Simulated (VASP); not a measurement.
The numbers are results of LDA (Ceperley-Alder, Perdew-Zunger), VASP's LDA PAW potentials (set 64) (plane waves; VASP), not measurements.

Input for VASP

### POSCAR
```
NiSb
1
    1.9355395278    -3.3524529580     0.0000000000
    1.9355395278     3.3524529580     0.0000000000
    0.0000000000    -0.0000000000     5.0572559689
Ni Sb
2 2
Direct
  0.0000000000   0.0000000000   0.5000000000
  0.0000000000   0.0000000000   0.0000000000
  0.3333330000   0.6666670000   0.2500000000
  0.6666670000   0.3333330000   0.7500000000
```

KPOINTS:
```
Regular mesh
0
gamma
8 8 6
0 0 0
```

INCAR:
```
ALGO = Normal
EDIFF = 1E-6
EDIFFG = -0.02
ENCUT = 400
IBRION = 2
ISIF = 3
ISMEAR = 1
LASPH = T
LCHARG = F
LMAXMIX = 4
LREAL = F
LWAVE = F
NELM = 100
NSW = 60
PREC = Accurate
SIGMA = 0.1
SYSTEM = NiSb
```

POTCAR, in this order: Ni Sb (LDA.64 set). Program: vasp_std.

What VASP printed:

OSZICAR:
```
       N       E                     dE             d eps       ncg     rms          rms(c)
DAV:   1     0.153403833566E+03    0.15340E+03   -0.10614E+04  1520   0.135E+03
DAV:   2    -0.174736686548E+02   -0.17088E+03   -0.16637E+03  1550   0.302E+02
DAV:   3    -0.254440738220E+02   -0.79704E+01   -0.77663E+01  1771   0.805E+01
DAV:   4    -0.256616093513E+02   -0.21754E+00   -0.21634E+00  1763   0.129E+01
DAV:   5    -0.256687427235E+02   -0.71334E-02   -0.71318E-02  1845   0.243E+00    0.138E+01
DAV:   6    -0.278175255002E+02   -0.21488E+01   -0.33509E+01  1647   0.108E+02    0.162E+01
DAV:   7    -0.241842051177E+02    0.36333E+01   -0.12621E+01  1646   0.763E+01    0.423E+00
DAV:   8    -0.242214520999E+02   -0.37247E-01   -0.14203E+00  2065   0.103E+01    0.259E+00
DAV:   9    -0.241551493440E+02    0.66303E-01   -0.23577E-01  1739   0.900E+00    0.642E-01
DAV:  10    -0.241556488513E+02   -0.49951E-03   -0.94374E-03  1637   0.848E-01    0.465E-01
DAV:  11    -0.241549074798E+02    0.74137E-03   -0.63592E-04  1728   0.225E-01    0.158E-01
DAV:  12    -0.241546331574E+02    0.27432E-03   -0.68676E-04  2177   0.446E-01    0.271E-02
DAV:  13    -0.241546396479E+02   -0.64905E-05   -0.82834E-05  1595   0.658E-02    0.353E-02
DAV:  14    -0.241546390074E+02    0.64044E-06   -0.20176E-06  1094   0.162E-02
   1 F= -.24154639E+02 E0= -.24154463E+02  d E =-.241546E+02
       N       E                     dE             d eps       ncg     rms          rms(c)
DAV:   1    -0.241584484610E+02   -0.38088E-02   -0.83787E-02  1619   0.243E+00    0.377E-01
DAV:   2    -0.241573834224E+02    0.10650E-02   -0.11084E-02  1766   0.209E+00    0.343E-01
DAV:   3    -0.241560931868E+02    0.12902E-02   -0.69243E-03  1657   0.168E+00    0.171E-01
DAV:   4    -0.241555368718E+02    0.55632E-03   -0.10087E-03  2109   0.484E-01    0.325E-02
DAV:   5    -0.241555385522E+02   -0.16804E-05   -0.19744E-04  1667   0.216E-01    0.154E-02
DAV:   6    -0.241555365036E+02    0.20487E-05   -0.10638E-05  2081   0.497E-02    0.849E-03
DAV:   7    -0.241555369224E+02   -0.41886E-06   -0.92980E-07   769   0.163E-02
   2 F= -.24155537E+02 E0= -.24155377E+02  d E =-.897915E-03
       N       E                     dE             d eps       ncg     rms          rms(c)
DAV:   1    -0.241557678256E+02   -0.23132E-03   -0.51984E-03  1645   0.609E-01    0.931E-02
DAV:   2    -0.241556996086E+02    0.68217E-04   -0.65789E-04  1755   0.510E-01    0.837E-02
DAV:   3    -0.241556233230E+02    0.76286E-04   -0.41402E-04  1654   0.411E-01    0.426E-02
DAV:   4    -0.241555890852E+02    0.34238E-04   -0.62964E-05  2117   0.122E-01    0.803E-03
DAV:   5    -0.241555892690E+02   -0.18374E-06   -0.12521E-05  1570   0.544E-02    0.406E-03
DAV:   6    -0.241555891014E+02    0.16761E-06   -0.62095E-07   766   0.146E-02
   3 F= -.24155589E+02 E0= -.24155433E+02  d E =-.950094E-03
       N       E                     dE             d eps       ncg     rms          rms(c)
DAV:   1    -0.241556075408E+02   -0.18272E-04   -0.47133E-04  1616   0.181E-01    0.279E-02
DAV:   2    -0.241556009658E+02    0.65750E-05   -0.56679E-05  1774   0.149E-01    0.247E-02
DAV:   3    -0.241555943691E+02    0.65967E-05   -0.37039E-05  1665   0.123E-01    0.130E-02
DAV:   4    -0.241555912597E+02    0.31094E-05   -0.55111E-06  1689   0.374E-02    0.234E-03
DAV:   5    -0.241555912916E+02   -0.31894E-07   -0.12478E-06   827   0.176E-02
   4 F= -.24155591E+02 E0= -.24155437E+02  d E =-.952284E-03
       N       E                     dE             d eps       ncg     rms          rms(c)
DAV:   1    -0.241613456118E+02   -0.57544E-02   -0.66932E-02  1639   0.432E+00    0.709E-01
DAV:   2    -0.241695408401E+02   -0.81952E-02   -0.11779E-01  1651   0.685E+00    0.966E-01
DAV:   3    -0.241556641098E+02    0.13877E-01   -0.50990E-02  1651   0.467E+00    0.123E-01
DAV:   4    -0.241555571686E+02    0.10694E-03   -0.20991E-03  1547   0.287E-01    0.629E-02
DAV:   5    -0.241554989554E+02    0.58213E-04   -0.14191E-04  1944   0.215E-01    0.249E-02
DAV:   6    -0.241554965826E+02    0.23728E-05   -0.14149E-05  1586   0.262E-02    0.148E-02
DAV:   7    -0.241554935118E+02    0.30708E-05   -0.63696E-06  1757   0.408E-02    0.194E-03
DAV:   8    -0.241554936923E+02   -0.18048E-06   -0.14001E-06   902   0.881E-03
   5 F= -.24155494E+02 E0= -.24155309E+02  d E =0.975993E-04
       N       E                     dE             d eps       ncg     rms          rms(c)
DAV:   1    -0.241578756724E+02   -0.23822E-02   -0.25672E-02  1639   0.268E+00    0.438E-01
DAV:   2    -0.241610048334E+02   -0.31292E-02   -0.45229E-02  1670   0.425E+00    0.597E-01
DAV:   3    -0.241557034574E+02    0.53014E-02   -0.19349E-02  1651   0.287E+00    0.776E-02
DAV:   4    -0.241556564120E+02    0.47045E-04   -0.76132E-04  1541   0.187E-01    0.347E-02
DAV:   5    -0.241556371334E+02    0.19279E-04   -0.53126E-05  2006   0.129E-01    0.116E-02
DAV:   6    -0.241556362988E+02    0.83466E-06   -0.61844E-06  1538   0.191E-02
   6 F= -.24155636E+02 E0= -.24155469E+02  d E =-.450071E-04
```

OUTCAR:
```
------------------------ aborting loop because EDIFF is reached ----------------------------------------
  FORCE on cell =-STRESS in cart. coord.  units (eV):
  Direction    XX          YY          ZZ          XY          YZ          ZX
  --------------------------------------------------------------------------------------
  Total        0.0465772      0.0465772      0.0644528      0.0000000      0.0000000      0.0000000
  in kB        1.1379410      1.1379411      1.5746644      0.0000000      0.0000000      0.0000000
  external PRESSURE =       1.2835155 kB  Pullay stress =       0.0000000 kB
  volume of cell :       65.58
      direct lattice vectors                 reciprocal lattice vectors
     1.939767833 -3.359776599  0.000000000     0.257762806 -0.148819419  0.000000000
     1.939767833  3.359776599 -0.000000000     0.257762806  0.148819419  0.000000000
    -0.000000000 -0.000000000  5.031230707     0.000000000  0.000000000  0.198758526
 POSITION                                       TOTAL-FORCE (eV/Angst)
 -----------------------------------------------------------------------------------
     -0.00000     -0.00000      2.51562         0.000000     -0.000000     -0.000000
     -0.00000     -0.00000      5.03123         0.000000     -0.000000     -0.000000
      1.93977      1.11993      1.25781        -0.000000      0.000000     -0.000000
      1.93977     -1.11993      3.77342         0.000000     -0.000000      0.000000
 -----------------------------------------------------------------------------------
    total drift:                                0.000000      0.000000      0.000000
  FREE ENERGIE OF THE ION-ELECTRON SYSTEM (eV)
  ---------------------------------------------------
  free  energy   TOTEN  =       -24.1556362988 eV

  energy  without entropy=      -24.1551346092  energy(sigma->0) =      -24.15546907

 reached required accuracy - stopping structural energy minimisation
```
(Selected blocks of OUTCAR.)

### CONTCAR
```
NiSb
   1.00000000000000
     1.9397678332181729   -3.3597765988343347    0.0000000000000000
     1.9397678332181729    3.3597765988343347   -0.0000000000000000
    -0.0000000000000000   -0.0000000000000000    5.0312307072390556
  Ni              Sb
     2     2
Direct
     0.0000000000000000    0.0000000000000000    0.5000000000000000
     0.0000000000000000    0.0000000000000000    1.0000000000000000
     0.3333330000000032    0.6666669999999968    0.2500000000000000
     0.6666669999999968    0.3333330000000032    0.7500000000000000
```

### OUTCAR
```
 val. band max:       10.6011518303   @ k =   0.3750  -0.0000   0.0000

 cond. band min:      10.6210917828   @ k =   0.3750  -0.0000   0.1667


 Fermi energy:        10.6209263504

 k-point     1 :       0.0000    0.0000    0.0000
  band No.  band energies     occupation
      1      -2.8157      2.00000
      2       2.0373      2.00000
      3       4.0439      2.00000
      4       6.3546      2.00000
      5       6.3546      2.00000
      6       7.1383      2.00000
      7       7.7842      2.00000
      8       7.7842      2.00000
      9       8.2771      2.00000
     10       8.2771      2.00000
     11       9.1198      2.00000
     12       9.1198      2.00000
     13      10.5374      1.99714
     14      11.1403     -0.00000
     15      11.1404     -0.00000
     16      13.1293      0.00000
     17      13.1293      0.00000
     18      13.7015      0.00000
     19      14.7624      0.00000

 k-point     2 :       0.1250    0.0000    0.0000
  band No.  band energies     occupation
      1      -2.6118      2.00000
      2       2.0115      2.00000
      3       4.2729      2.00000
      4       6.3171      2.00000
      5       6.4005      2.00000
      6       7.0605      2.00000
      7       7.6304      2.00000
      8       7.7029      2.00000
      9       8.1558      2.00000
     10       8.3131      2.00000
     11       9.1091      2.00000
     12       9.1218      2.00000
     13       9.8938      2.00000
     14      10.4671      2.05182
     15      10.4932      2.07013
     16      12.3400     -0.00000
     17      13.7090      0.00000
     18      14.3966      0.00000
     19      15.1684      0.00000

 k-point     3 :       0.2500    0.0000    0.0000
  band No.  band energies     occupation
      1      -2.0133      2.00000
      2       1.8491      2.00000
      3       4.9384      2.00000
      4       5.8142      2.00000
      5       6.5266      2.00000
      6       6.8231      2.00000
      7       7.4018      2.00000
...
```

Unless said otherwise, spin-orbit coupling is left out, though it shifts the bands of the heavy elements here.

The compound is NiSb in the NiAs type structure. This run relaxes it. Symmetry was kept, so distortions that lower it aren't found. The start is the result of an earlier pass. The run is not spin-polarised, so no magnetic state was tried.
